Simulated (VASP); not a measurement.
**Zn3CdSe4 (space group P-43m): computed properties**

Method: PBEsol GGA, VASP's PBE PAW potentials (set 64) (plane waves; VASP).

```yaml
space_group: P-43m (215)
cell: a = 5.7482 Å, b = 5.7482 Å, c = 5.7482 Å, α = 90.00°, β = 90.00°, γ = 90.00°
volume_per_atom: 23.74 Å³/atom
band gap (over mesh and band path): 0.98 eV
smallest direct gap (over mesh and band path): 0.98 eV
band_edge_character: direct, Γ to Γ
density: 5.46 g/cm³
optical Γ-point spectrum: 51 (×3), 64 (×3), 180 (×3), 185 (×2), 192, 198 (×3), 201 (×3), 211 (×3) cm⁻¹
```

```xyz
8
Lattice="5.7482 0.0000 0.0000 0.0000 5.7482 0.0000 0.0000 0.0000 5.7482" Properties=species:S:1:pos:R:3 pbc="T T T"
Zn     0.0000     2.8741     2.8741
Zn     2.8741     0.0000     2.8741
Zn     2.8741     2.8741     5.7482
Cd     0.0000     0.0000     5.7482
Se     4.2453     4.2453     1.5029
Se     4.2453     1.5029     4.2453
Se     1.5029     1.5029     1.5029
Se     1.5029     4.2453     4.2453
```

The structure comes from a computed database's Zn3CdSe4 entry (P-43m); how it stands against other phases isn't given here. It was relaxed first. Symmetry was kept, so distortions that lower it aren't found.
